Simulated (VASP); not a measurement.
Given:

```xyz
64
Lattice="10.9371 0.0000 0.0000 0.0000 10.9371 0.0000 0.0000 0.0000 10.9371" Properties=species:S:1:pos:R:3 pbc="T T T"
Si     5.4685     0.0000     0.0000
Si     6.8357     1.3671     1.3671
Si     8.2028     2.7343     0.0000
Si     9.5699     4.1014     1.3671
Si     8.2028     0.0000     2.7343
Si     9.5699     1.3671     4.1014
Si     0.0000     0.0000     0.0000
Si     1.3671     1.3671     1.3671
Si     2.7343     2.7343     0.0000
Si     4.1014     4.1014     1.3671
Si     5.4685     5.4685     0.0000
Si     6.8357     6.8357     1.3671
Si     8.2028     8.2028     0.0000
Si     9.5699     9.5699     1.3671
Si     2.7343     0.0000     2.7343
Si     4.1014     1.3671     4.1014
Si     5.4685     2.7343     2.7343
Si     6.8404     4.1485     4.1414
Si     8.2028     5.4685     2.7343
Si     9.5699     6.8357     4.1014
Si     5.4685     0.0000     5.4685
Si     6.8357     1.3671     6.8357
Si     8.2028     2.7343     5.4685
Si     9.5699     4.1014     6.8357
Si     8.2028     0.0000     8.2028
Si     9.5699     1.3671     9.5699
Si     0.0000     5.4685     0.0000
Si     1.3671     6.8357     1.3671
Si     2.7343     8.2028     0.0000
Si     4.1014     9.5699     1.3671
Si     0.0000     2.7343     2.7343
Si     1.3671     4.1014     4.1014
Si     2.7343     5.4685     2.7343
Si     4.1121     6.8549     4.1055
Si     5.4685     8.2028     2.7343
Si     6.8357     9.5699     4.1014
Si     0.0000     0.0000     5.4685
Si     1.3671     1.3671     6.8357
Si     2.7343     2.7343     5.4685
Si     4.1136     4.1486     6.8524
Si     6.8117     6.7944     6.8532
Si     8.2028     8.2028     5.4685
Si     9.5699     9.5699     6.8357
Si     2.7343     0.0000     8.2028
Si     4.1014     1.3671     9.5699
Si     5.4685     2.7343     8.2028
Si     6.8357     4.1014     9.5699
Si     8.2028     5.4685     8.2028
Si     9.5699     6.8357     9.5699
Si     0.0000     8.2028     2.7343
Si     1.3671     9.5699     4.1014
Si     0.0000     5.4685     5.4685
Si     1.3671     6.8357     6.8357
Si     2.7343     8.2028     5.4685
Si     4.1014     9.5699     6.8357
Si     0.0000     2.7343     8.2028
Si     1.3671     4.1014     9.5699
Si     2.7343     5.4685     8.2028
Si     4.1014     6.8357     9.5699
Si     5.4685     8.2028     8.2028
Si     6.8357     9.5699     9.5699
Si     0.0000     8.2028     8.2028
Si     1.3671     9.5699     9.5699
Mg     5.4632     5.4408     5.5074
```
Cell charge -2.

The numbers are results of PBE GGA, VASP's PBE PAW potentials (set 64) (plane waves; VASP 6.6.1), not measurements. Numerical set-up: PREC = Normal, LREAL = Auto, ISYM = 0, NELECT = 256.0, EDIFF = 1E-5, 400 eV cut-off, 1×1×1 Γ-centred mesh, Gaussian smearing of 0.050 eV, potentials Si Mg.

The cell is charged, with a uniform compensating background. The supercell is sampled at Γ alone, which is coarse: total energies, pressure and levels can be off, energies of defects by several tenths of an eV.

### Question
The ions are relaxed. Which structure does the run end with?

### Answer

```xyz
64
Lattice="10.9371 0.0000 0.0000 0.0000 10.9371 0.0000 0.0000 0.0000 10.9371" Properties=species:S:1:pos:R:3 pbc="T T T"
Si     5.4684     0.0025     0.0033
Si     6.8174     1.3549     1.3577
Si     8.1978     2.7373     0.0047
Si     9.5822     4.1184     1.3555
Si     8.1979     0.0024     2.7408
Si     9.5844     1.3545     4.1185
Si    10.9367    10.9366     0.0000
Si     1.3701     1.3698     1.3695
Si     2.7409     2.7399    10.9352
Si     4.1076     4.1064     1.3798
Si     5.4678     5.4677     0.0017
Si     6.8310     6.8304     1.3757
Si     8.1975     8.1973    10.9330
Si     9.5666     9.5670     1.3696
Si     2.7415     0.0002     2.7416
Si     4.1093     1.3815     4.1069
Si     5.4965     2.7245     2.7228
Si     6.9200     4.0274     4.0257
Si     8.2207     5.4486     2.7185
Si     9.5613     6.8322     4.1075
Si     5.4683     0.0006     5.4684
Si     6.8307     1.3778     6.8295
Si     8.2206     2.7185     5.4463
Si     9.5624     4.1057     6.8314
Si     8.1967    10.9347     8.1968
Si     9.5679     1.3698     9.5665
Si    10.9365     5.4685     0.0053
Si     1.3546     6.8167     1.3568
Si     2.7382     8.1985     0.0049
Si     4.1188     9.5849     1.3550
Si    10.9363     2.7407     2.7397
Si     1.3794     4.1083     4.1065
Si     2.7213     5.4934     2.7197
Si     4.0200     6.9240     4.0172
Si     5.4487     8.2217     2.7161
Si     6.8317     9.5599     4.1086
Si    10.9341    10.9358     5.4691
Si     1.3540     1.3528     6.8167
Si     2.7182     2.7197     5.4929
Si     4.0060     4.0149     6.9339
Si     6.9177     6.9139     6.9280
Si     8.2146     8.2131     5.4948
Si     9.5793     9.5816     6.8170
Si     2.7404     0.0035     8.1974
Si     4.1204     1.3543     9.5838
Si     5.4475     2.7184     8.2212
Si     6.8318     4.1057     9.5639
Si     8.2227     5.4885     8.2243
Si     9.5865     6.8183     9.5851
Si     0.0037     8.1987     2.7401
Si     1.3538     9.5860     4.1199
Si     0.0005     5.4683     5.4682
Si     1.3751     6.8326     6.8293
Si     2.7173     8.2211     5.4455
Si     4.1066     9.5603     6.8310
Si     0.0054     2.7394     8.1976
Si     1.3513     4.1197     9.5883
Si     2.7113     5.4513     8.2268
Si     4.1065     6.8333     9.5641
Si     5.4913     8.2206     8.2226
Si     6.8177     9.5869     9.5853
Si    10.9336     8.1989     8.1967
Si     1.3697     9.5682     9.5670
Mg     5.4568     5.4644     5.4817
```
Cell charge -2.

### Question
How much energy does the relaxation gain?

### Answer
The energy (σ→0) changes by -11.5 meV/atom, in 8 ionic steps.

The cell is a supercell with a defect, built from Si (diamond): Mg_Si, charge -2. The run is not spin-polarised, so no state with unpaired spins was tried.
